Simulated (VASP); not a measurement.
Given:

```yaml
crystal:
  lattice:
    - [-1.63710, 1.63710, 3.99330]
    - [1.63710, -1.63710, 3.99330]
    - [1.63710, 1.63710, -3.99330]
  atoms:
    - { symbol: Si, position: [0.66500, 0.66500, 0.00000] }
    - { symbol: Si, position: [0.33500, 0.33500, 0.00000] }
    - { symbol: W, position: [0.00000, 0.00000, 0.00000] }
```
Cell charge +0.02.

All values below come from PBE GGA, VASP's PBE PAW potentials (set 64) (plane waves; VASP 6.6.1). Settings: NELECT = 21.98, 400 eV cut-off, 12×12×12 Γ-centred mesh, Gaussian smearing of 0.050 eV, potentials Si W_sv.

The cell is charged, with a uniform compensating background.

### Question
Give the stress tensor in GPa (positive for a compressed cell).

### Answer

```
 -9.21    0.00    0.00
  0.00   -9.21    0.00
  0.00    0.00  -10.37
```
The pressure is its mean diagonal, -9.60 GPa.

The compound is WSi2 in the MoSi2 type structure. The cell was not relaxed at this level. The run is one of a series of settings (ISMEAR = 0, NELECT = 21.98, SIGMA = 0.05 against the base run), some of them coarse on purpose.
